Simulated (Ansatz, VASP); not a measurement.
**One calculation of KW4, two programs**

```
CELL_PARAMETERS angstrom
4.42810 0.00000 0.00000
0.00000 4.42810 0.00000
0.00000 0.00000 4.42810
ATOMIC_POSITIONS crystal
K 0.50000 0.50000 0.50000
W 0.00000 0.50000 0.50000
W 0.50000 0.00000 0.50000
W 0.50000 0.50000 0.00000
W 0.00000 0.00000 0.00000
```

Alike in both runs: functional PBE; k mesh 4 × 4 × 4; occupations gaussian, width 0.1 eV; no spin polarisation.

Ansatz relaxed the structure, and its values are those at the end. VASP's run is a single point on that final structure, the one shown.

|  | VASP | Ansatz |
| --- | --- | --- |
| version | VASP 6.6.1 | Ansatz 0.2.0 |
| potentials or method | VASP PAW PBE potentials, release 64 (K_sv, W_sv) | scalar-relativistic, plane waves, PAW |
| plane-wave cutoff (eV) | 520 | 420 |
| valence electrons in the cell | 65 | 65 |

Ansatz gave:

| Item | Value |
| --- | --- |
| gap on the k mesh at the Fermi level (eV) | none |
| pressure (GPa) | 0.0 |

Question: Estimate VASP's values.

Answer: gap on the k mesh at the Fermi level (eV): none; pressure (GPa): 3.3.

A gap of «none» marks a metal or a gap that the smearing closes. One of these differences is far larger than is usual between the two programs; its cause wasn't traced.

The runs have no spin-orbit coupling, so splittings on W are missing.
